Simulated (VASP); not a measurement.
The system is GaSb.

```
CELL_PARAMETERS angstrom
0.00000 3.06679 3.06679
3.06679 0.00000 3.06679
3.06679 3.06679 0.00000
ATOMIC_POSITIONS crystal
Ga 0.00000 0.00000 0.00000
Sb 0.25000 0.25000 0.25000
```

The cell is a database's computed one.

Program: VASP 6.6.1. Alike in all runs: task band structure; no spin polarisation; cell as given; cutoff (eV) 450; smearing gaussian 0.02 eV.

Question: Order these runs on this cell by their pressure, lowest first.
A. level LDA; potentials or basis VASP PAW LDA potentials, release 64 (Ga_d, Sb); k mesh 10 × 10 × 10; further INCAR settings ALGO = Fast; EDIFF = 1e-06
B. level HSE06; potentials or basis VASP PAW PBE potentials, release 64 (Ga_d, Sb); k mesh 6 × 6 × 6; further INCAR settings ALGO = Normal; EDIFF = 1e-06; grid for exact exchange (PRECFOCK) Fast; screening parameter 0.2 1/A
C. level PBE; potentials or basis VASP PAW PBE potentials, release 64 (Ga_d, Sb); k mesh 10 × 10 × 10; further INCAR settings ALGO = Fast; EDIFF = 1e-06

Answer: A (-2.0 GPa), B (-0.4 GPa), C (2.0 GPa).

Caveats: the PAW data sets were made with another functional, which shifts forces and pressure a little (some runs).
